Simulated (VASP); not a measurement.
Given:

```
Cu
1.0
    0.00000     1.79571     1.79571
    1.79571     0.00000     1.79571
    1.79571     1.79571     0.00000
Cu
1
Direct
  0.00000   0.00000   0.00000
```

Computed with optB88-vdW, VASP's PBE PAW potentials (set 64) (plane waves; VASP). Settings: 520 eV cut-off, 17×17×17 Γ-centred mesh, first-order Methfessel-Paxton smearing of 0.10 eV, potentials Cu.

Give the stress tensor in GPa (positive for a compressed cell).

```
4.31  0.00  0.00
0.00  4.31  0.00
0.00  0.00  4.31
```
The pressure is its mean diagonal, 4.31 GPa.

The compound is Cu in the fcc structure. This cell is one point of a volume scan, at 0.97 of the reference volume.
